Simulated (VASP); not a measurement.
Method: optB88-vdW, VASP's PBE PAW potentials (set 64) (plane waves; VASP 6.6.1).

The input files of a VASP run:

### INCAR
```
# general
SYSTEM    =  Se
PREC      =  Accurate
ENCUT     =  520
LREAL     =  .FALSE.
LASPH     =  .TRUE.   # aspherical one-centre terms

# electronic loop
EDIFF     =  1E-7
NELM      =  100
ALGO      =  Normal
LMAXMIX   =  4   # l cut-off of mixed one-centre charges

# smearing
ISMEAR    =  -5   # tetrahedra, Bloechl

# functional
GGA       =  BO
LUSE_VDW  =  .TRUE.
AGGAC     =  0.0
PARAM1    =  0.1833333333
PARAM2    =  0.22

# ions
ISIF      =  2   # forces and stress, cell fixed

# output
LWAVE     =  .FALSE.
LCHARG    =  .TRUE.
LORBIT    =  11   # lm-projected
NEDOS     =  601

# other
LEFG      =  .TRUE.
```

**KPOINTS**
```
Automatic
0
gamma
  7 7 5
```

POSCAR:
```
Se
1
    2.1007923453    -3.6386790655     0.0000000000
    2.1007923453     3.6386790655     0.0000000000
    0.0000000000     0.0000000000     5.1643510482
Se
3
Direct
  0.0000000000   0.2409941092   0.6666670000
  0.7590058908   0.7590058908   0.0000000000
  0.2409941092   0.0000000000   0.3333330000
```

POTCAR, in this order: Se (PBE.64 set). Program: vasp_std.

Output of the run:

OSZICAR:
```
       N       E                     dE             d eps       ncg     rms          rms(c)
DAV:   1     0.958532912197E+02    0.95853E+02   -0.74146E+03   832   0.116E+03
DAV:   2     0.947179219907E+00   -0.94906E+02   -0.91507E+02  1154   0.178E+02
DAV:   3    -0.560070439829E+01   -0.65479E+01   -0.64968E+01   947   0.547E+01
DAV:   4    -0.567064192481E+01   -0.69938E-01   -0.69828E-01   982   0.658E+00
DAV:   5    -0.567121376693E+01   -0.57184E-03   -0.57181E-03  1012   0.594E-01    0.607E+00
DAV:   6    -0.561241811988E+01    0.58796E-01   -0.45483E-02   942   0.153E+00    0.377E+00
DAV:   7    -0.559710661632E+01    0.15312E-01   -0.88359E-02   882   0.211E+00    0.232E-01
DAV:   8    -0.559629978726E+01    0.80683E-03   -0.11080E-02   852   0.768E-01    0.116E-01
DAV:   9    -0.559638610446E+01   -0.86317E-04   -0.36248E-04  1102   0.150E-01    0.402E-02
DAV:  10    -0.559641883824E+01   -0.32734E-04   -0.54691E-05   902   0.701E-02    0.965E-03
DAV:  11    -0.559642008180E+01   -0.12436E-05   -0.75788E-06  1042   0.196E-02    0.494E-03
DAV:  12    -0.559641957953E+01    0.50227E-06   -0.15968E-06   892   0.931E-03    0.305E-03
DAV:  13    -0.559641942308E+01    0.15645E-06   -0.31347E-07   962   0.391E-03    0.335E-04
DAV:  14    -0.559641937257E+01    0.50508E-07   -0.23718E-08   461   0.118E-03
   1 F= -.55964194E+01 E0= -.55964194E+01  d E =0.000000E+00
```

**OUTCAR**
```
------------------------ aborting loop because EDIFF is reached ----------------------------------------
  FORCE on cell =-STRESS in cart. coord.  units (eV):
  Direction    XX          YY          ZZ          XY          YZ          ZX
  --------------------------------------------------------------------------------------
  Total        0.0034184      0.0034184     -0.0006623      0.0000000      0.0000000      0.0000000
  in kB        0.0693676      0.0693676     -0.0134405      0.0000000      0.0000000      0.0000000
  external PRESSURE =       0.0417649 kB  Pullay stress =       0.0000000 kB
  volume of cell :       78.95
      direct lattice vectors                 reciprocal lattice vectors
     2.100792345 -3.638679065  0.000000000     0.238005437 -0.137412504  0.000000000
     2.100792345  3.638679065  0.000000000     0.238005437  0.137412504  0.000000000
     0.000000000  0.000000000  5.164351048     0.000000000  0.000000000  0.193635171
 POSITION                                       TOTAL-FORCE (eV/Angst)
 -----------------------------------------------------------------------------------
      0.50628      0.87690      3.44290         0.001947      0.003372     -0.000000
      3.18903      0.00000      0.00000        -0.003893      0.000000     -0.000000
      0.50628     -0.87690      1.72145         0.001947     -0.003372      0.000000
 -----------------------------------------------------------------------------------
    total drift:                               -0.000214     -0.000442      0.000010
  FREE ENERGIE OF THE ION-ELECTRON SYSTEM (eV)
  ---------------------------------------------------
  free  energy   TOTEN  =        -5.5964193726 eV

  energy  without entropy=       -5.5964193726  energy(sigma->0) =       -5.59641937

 total charge

# of ion       s       p       d       tot
------------------------------------------
    1        1.526   2.139   0.048   3.714
    2        1.526   2.139   0.048   3.714
    3        1.526   2.139   0.048   3.714
--------------------------------------------------
tot          4.578   6.418   0.145  11.142

 Electric field gradients after diagonalization (V/A^2)
 (convention: |V_zz| > |V_xx| > |V_yy|)
----------------------------------------------------------------------
 ion       V_xx      V_yy      V_zz     asymmetry (V_yy - V_xx)/ V_zz
----------------------------------------------------------------------
   1     315.633   166.872  -482.505       0.308
   2     315.633   166.872  -482.505       0.308
   3     315.633   166.872  -482.505       0.308
```
(Selected blocks of OUTCAR.)

The compound is Se in the trig structure. It was relaxed first.
